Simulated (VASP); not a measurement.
Calculation: PBE GGA, VASP's PBE PAW potentials (set 64) (plane waves; VASP).

The input files of a VASP run:

INCAR:
```
ALGO = Normal
EDIFF = 1E-6
EDIFFG = -0.01
ENCUT = 520
GGA = PE
IBRION = 2
ISIF = 3
ISMEAR = 0
LASPH = .TRUE.
LCHARG = .FALSE.
LMAXMIX = 4
LREAL = .FALSE.
LWAVE = .FALSE.
NELM = 100
NSW = 60
PREC = Accurate
SIGMA = 0.05
SYSTEM = SrTiO3
```

File KPOINTS:
```
Automatic mesh
0
Gamma
6 6 6
0 0 0
```

POSCAR:
```
SrTiO3
1.0
  3.9411134050   0.0000000000   0.0000000000
  0.0000000000   3.9411134050   0.0000000000
  0.0000000000   0.0000000000   3.9411134050
Sr Ti O
1 1 3
Cart
  0.0000000000   0.0000000000   0.0000000000
  1.9705567025   1.9705567025   1.9705567025
  1.9705567025   0.0000000000   1.9705567025
  0.0000000000   1.9705567025   1.9705567025
  1.9705567025   1.9705567025   0.0000000000
```

POTCAR, in this order: Sr_sv Ti_sv O (PBE.64 set). Program: vasp_std.

The resulting files:

**OSZICAR**
```
       N       E                     dE             d eps       ncg     rms          rms(c)
DAV:   1     0.459492670416E+03    0.45949E+03   -0.21808E+04   960   0.185E+03
DAV:   2    -0.244133749361E+01   -0.46193E+03   -0.45313E+03  1144   0.500E+02
DAV:   3    -0.484846791729E+02   -0.46043E+02   -0.44679E+02  1416   0.152E+02
DAV:   4    -0.504468020098E+02   -0.19621E+01   -0.19613E+01  1376   0.285E+01
DAV:   5    -0.505153878531E+02   -0.68586E-01   -0.68584E-01  1328   0.399E+00    0.263E+01
DAV:   6    -0.401916142246E+02    0.10324E+02   -0.67828E+01  1432   0.742E+01    0.157E+01
DAV:   7    -0.401897509133E+02    0.18633E-02   -0.96081E+00  1232   0.240E+01    0.101E+01
DAV:   8    -0.401974100866E+02   -0.76592E-02   -0.21101E+00  1240   0.153E+01    0.302E+00
DAV:   9    -0.401080668421E+02    0.89343E-01   -0.50466E-01  1224   0.689E+00    0.905E-01
DAV:  10    -0.401114795875E+02   -0.34127E-02   -0.10458E-01  1272   0.234E+00    0.848E-01
DAV:  11    -0.401040647225E+02    0.74149E-02   -0.77197E-02  1376   0.239E+00    0.266E-01
DAV:  12    -0.401034081479E+02    0.65657E-03   -0.35724E-03  1128   0.652E-01    0.121E-01
DAV:  13    -0.401032714505E+02    0.13670E-03   -0.88485E-04  1456   0.226E-01    0.553E-02
DAV:  14    -0.401032692804E+02    0.21701E-05   -0.96536E-05  1496   0.797E-02    0.182E-02
DAV:  15    -0.401032688962E+02    0.38425E-06   -0.72816E-06  1224   0.180E-02
   1 F= -.40103269E+02 E0= -.40103269E+02  d E =-.401033E+02
```

OUTCAR:
```
------------------------ aborting loop because EDIFF is reached ----------------------------------------
  FORCE on cell =-STRESS in cart. coord.  units (eV):
  Direction    XX          YY          ZZ          XY          YZ          ZX
  --------------------------------------------------------------------------------------
  Total       -0.0426374     -0.0426374     -0.0426374     -0.0000000     -0.0000000      0.0000000
  in kB       -1.1159482     -1.1159482     -1.1159482     -0.0000000     -0.0000000      0.0000000
  external PRESSURE =      -1.1159482 kB  Pullay stress =       0.0000000 kB
  volume of cell :       61.21
      direct lattice vectors                 reciprocal lattice vectors
     3.941113405  0.000000000  0.000000000     0.253735403  0.000000000  0.000000000
     0.000000000  3.941113405  0.000000000     0.000000000  0.253735403  0.000000000
     0.000000000  0.000000000  3.941113405     0.000000000  0.000000000  0.253735403
 POSITION                                       TOTAL-FORCE (eV/Angst)
 -----------------------------------------------------------------------------------
      0.00000      0.00000      0.00000         0.000000      0.000000      0.000000
      1.97056      1.97056      1.97056         0.000000      0.000000      0.000000
      1.97056      0.00000      1.97056         0.000000      0.000000      0.000000
      0.00000      1.97056      1.97056         0.000000      0.000000      0.000000
      1.97056      1.97056      0.00000         0.000000      0.000000      0.000000
 -----------------------------------------------------------------------------------
    total drift:                                0.000000      0.000000     -0.000000
  FREE ENERGIE OF THE ION-ELECTRON SYSTEM (eV)
  ---------------------------------------------------
  free  energy   TOTEN  =       -40.1032688962 eV

  energy  without entropy=      -40.1032688962  energy(sigma->0) =      -40.10326890

 reached required accuracy - stopping structural energy minimisation
```
(Selected blocks of OUTCAR.)

**OUTCAR**
```
 val. band max:        3.9425049818   @ k =   0.5000   0.5000   0.5000

 cond. band min:       5.7475692121   @ k =   0.0000   0.0000   0.0000


 Fermi energy:         4.2045563529

 k-point     1 :       0.0000    0.0000    0.0000
  band No.  band energies     occupation
      1     -52.6334      2.00000
      2     -28.9351      2.00000
      3     -28.8624      2.00000
      4     -28.8624      2.00000
      5     -28.8624      2.00000
      6     -13.3856      2.00000
      7     -12.4260      2.00000
      8     -12.4260      2.00000
      9     -10.9174      2.00000
     10     -10.9174      2.00000
     11     -10.9174      2.00000
     12       1.1418      2.00000
     13       1.1418      2.00000
     14       1.1418      2.00000
     15       2.8182      2.00000
     16       2.8182      2.00000
     17       2.8182      2.00000
     18       3.5723      2.00000
     19       3.5723      2.00000
     20       3.5723      2.00000
     21       5.7476      0.00000
     22       5.7476      0.00000
     23       5.7476      0.00000
     24       8.0559      0.00000

 k-point     2 :       0.1667    0.0000    0.0000
  band No.  band energies     occupation
      1     -52.6331      2.00000
      2     -28.9607      2.00000
      3     -28.8618      2.00000
      4     -28.8618      2.00000
      5     -28.8472      2.00000
      6     -13.4025      2.00000
      7     -12.4287      2.00000
      8     -12.4170      2.00000
      9     -10.9070      2.00000
     10     -10.9070      2.00000
     11     -10.7497      2.00000
     12       0.8029      2.00000
     13       1.1303      2.00000
     14       1.1303      2.00000
     15       2.4890      2.00000
     16       2.4890      2.00000
     17       2.5978      2.00000
     18       2.8400      2.00000
     19       3.4287      2.00000
     20       3.4287      2.00000
     21       5.7855      0.00000
     22       6.2955      0.00000
     23       6.2955      0.00000
     24       8.0593      0.00000
...
```

The compound is SrTiO3 in the cubic perovskite structure, the ideal cubic form; the compound distorts at low or room temperature. It was relaxed first. The start is the result of an earlier pass.
